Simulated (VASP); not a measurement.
An input for Quantum ESPRESSO's pw.x (written as the equivalent of a VASP run, and not itself run):

```
&CONTROL
  calculation = 'vc-relax'
  pseudo_dir = './pseudo'
  outdir = './out'
  tprnfor = .true.
  tstress = .true.
  nstep = 40
  forc_conv_thr = 0.00078
/
&SYSTEM
  ibrav = 0
  nat = 2
  ntyp = 2
  ecutwfc = 96
  occupations = 'smearing'
  smearing = 'methfessel-paxton'
  degauss = 0.00735
  input_dft = 'pz'
/
&ELECTRONS
  conv_thr = 7.3e-08
  electron_maxstep = 100
/
&IONS
/
&CELL
  press = 450
/
ATOMIC_SPECIES
  Ga 69.723 Ga.upf
  Co 58.933 Co.upf
CELL_PARAMETERS angstrom
     2.6787521   -0.0000000   -0.0000000
    -0.0000000    2.6787521   -0.0000000
     0.0000000    0.0000000    2.6787521
ATOMIC_POSITIONS crystal
  Ga   0.5000000  0.5000000  0.5000000
  Co   0.0000000  0.0000000  0.0000000
K_POINTS automatic
  14 14 14 0 0 0
```

Problem. Write the VASP files for the same calculation (LDA).

Solution. This is not unique; one that fits is 
### POSCAR
```
CoGa
1
    2.6787521435    -0.0000000000    -0.0000000000
   -0.0000000000     2.6787521435    -0.0000000000
    0.0000000000     0.0000000000     2.6787521435
Ga Co
1 1
Direct
  0.5000000000   0.5000000000   0.5000000000
  0.0000000000   0.0000000000   0.0000000000
```

File KPOINTS:
```
K-points
0
Gamma
14 14 14
0 0 0
```

### INCAR
```
! general
SYSTEM   =  CoGa
PREC     =  Accurate
ENCUT    =  500
LREAL    =  .FALSE.
LASPH    =  .TRUE.

! electronic loop
EDIFF    =  1E-6
NELM     =  100
ALGO     =  Normal
LMAXMIX  =  4

! smearing
ISMEAR   =  1
SIGMA    =  0.1

! ions
IBRION   =  2
NSW      =  40
ISIF     =  3
EDIFFG   =  -0.02
PSTRESS  =  450

! output
LWAVE    =  .FALSE.
LCHARG   =  .FALSE.
```

POTCAR, in this order: Ga_d Co (LDA.64 set). Program: vasp_std.

The two are equivalent in intent, not identical: the potentials are each code's own (VASP's PAW set, PseudoDojo norm-conserving files in pw.x), so ENCUT and ecutwfc are chosen apart and not converted; conv_thr bounds pw.x's estimated SCF error, while EDIFF bounds the energy change between steps; forc_conv_thr acts on force components and is met together with etot_conv_thr.

The compound is CoGa in the CsCl type structure. It was relaxed first under an external pressure of 45 GPa.
